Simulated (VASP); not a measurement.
Method: r2SCAN+rVV10, VASP's PBE PAW potentials (set 64) (plane waves; VASP).

VASP input:

File POSCAR:
```
Sc
1.0
  1.6779085062  -2.9062226947   0.0000000000
  1.6779085062   2.9062226947   0.0000000000
  0.0000000000   0.0000000000   5.2253639067
Sc
2
Cartesian
  1.6779085062   0.9687428357   1.3063409767
  1.6779085062  -0.9687428357   3.9190229300
```

### INCAR
```
SYSTEM = Sc
PREC = Accurate
ENCUT = 520
EDIFF = 1E-7
NELM = 100
ALGO = Normal
LREAL = .FALSE.
LASPH = .TRUE.
ISMEAR = 1
SIGMA = 0.1
METAGGA = R2SCAN
LUSE_VDW = .TRUE.
BPARAM = 11.95
CPARAM = 0.0093
LMIXTAU = .TRUE.
LMAXMIX = 4
LWAVE = .FALSE.
LCHARG = .FALSE.
ISIF = 4
IBRION = 2
NSW = 30
EDIFFG = -0.01
```

### KPOINTS
```
kpoints
0
gamma
13 13 7
```

POTCAR, in this order: Sc_sv (PBE.64 set). Program: vasp_std.

Task: Predict the energy per atom (σ→0), band gap (on the k-mesh).

Result: 
- energy per atom (σ→0): -11080 meV/atom
- band gap (on the k-mesh): none (metal, semimetal or under 0.01 eV)

OSZICAR:
```
...
DAV:   4    -0.221606475210E+02   -0.13387E-04   -0.16903E-05  3691   0.641E-02    0.183E-03
DAV:   5    -0.221606376996E+02    0.98214E-05   -0.23926E-06  2885   0.200E-02    0.123E-03
DAV:   6    -0.221606421031E+02   -0.44034E-05   -0.42241E-07  2163   0.109E-02    0.498E-04
DAV:   7    -0.221606381242E+02    0.39789E-05   -0.35630E-07  2058   0.100E-02    0.193E-04
DAV:   8    -0.221606394785E+02   -0.13543E-05   -0.30214E-08  1519   0.405E-03    0.935E-05
DAV:   9    -0.221606392734E+02    0.20505E-06   -0.64495E-09  1463   0.185E-03    0.637E-05
DAV:  10    -0.221606392682E+02    0.51714E-08   -0.36591E-09  1421   0.160E-03
   2 F= -.22160639E+02 E0= -.22160328E+02  d E =-.232562E-04
```

The compound is Sc in the hcp structure. This cell is one point of a volume scan, at 1.03 of the reference volume. Symmetry was kept, so distortions that lower it aren't found.
